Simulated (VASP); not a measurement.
Calculation: revTPSS meta-GGA, VASP's PBE PAW potentials (set 64) (plane waves; VASP).

The input files of a VASP run:

POSCAR:
```
SnTe
1
    0.0000000000     3.0954921035     3.0954921035
    3.0954921035     0.0000000000     3.0954921035
    3.0954921035     3.0954921035     0.0000000000
Sn Te
1 1
Direct
  0.0000000000   0.0000000000   0.0000000000
  0.5000000000   0.5000000000   0.5000000000
```

**INCAR**
```
NELM = 100   ! most electronic steps
ENCUT = 520   ! plane-wave cut-off (eV)
ISMEAR = 0
EDIFF = 1E-7   ! SCF stop (eV)
LREAL = F
LMAXMIX = 4   ! l cut-off of mixed one-centre charges
LMIXTAU = T
SIGMA = 0.05   ! width (eV)
METAGGA = RTPSS
ALGO = Normal   ! blocked Davidson
LCHARG = F
LASPH = T   ! aspherical one-centre terms
LWAVE = F
PREC = Accurate
ISIF = 2   ! forces and stress, cell fixed
SYSTEM = SnTe
```

**KPOINTS**
```
Automatic
0
gamma
 7 7 7
0 0 0
```

POTCAR, in this order: Sn_d Te (PBE.64 set). Program: vasp_std.

**Question.** Estimate the energy per atom (σ→0), pressure.

**Answer.** 
| Item | Value |
|---|---|
| energy per atom (σ→0) | 14.920 eV/atom |
| pressure | 30.8 kbar |

### OSZICAR
```
...
DAV:  14     0.298406833207E+02   -0.80125E-04   -0.17785E-04   572   0.172E-01    0.111E-02
DAV:  15     0.298406695187E+02   -0.13802E-04   -0.12573E-05   638   0.612E-02    0.966E-03
DAV:  16     0.298406703668E+02    0.84810E-06   -0.80807E-06   578   0.368E-02    0.315E-03
DAV:  17     0.298406665705E+02   -0.37963E-05   -0.34844E-06   596   0.323E-02    0.120E-03
DAV:  18     0.298406668051E+02    0.23458E-06   -0.43440E-07   614   0.873E-03    0.182E-03
DAV:  19     0.298406666241E+02   -0.18092E-06   -0.45748E-07   614   0.103E-02    0.615E-04
DAV:  20     0.298406666253E+02    0.12010E-08   -0.39448E-08   298   0.224E-03
   1 F= 0.29840667E+02 E0= 0.29840667E+02  d E =-.518751E-18
```

The compound is SnTe in the rock salt structure, which distorts at low temperature. This cell is one point of a volume scan, at 0.94 of the reference volume.
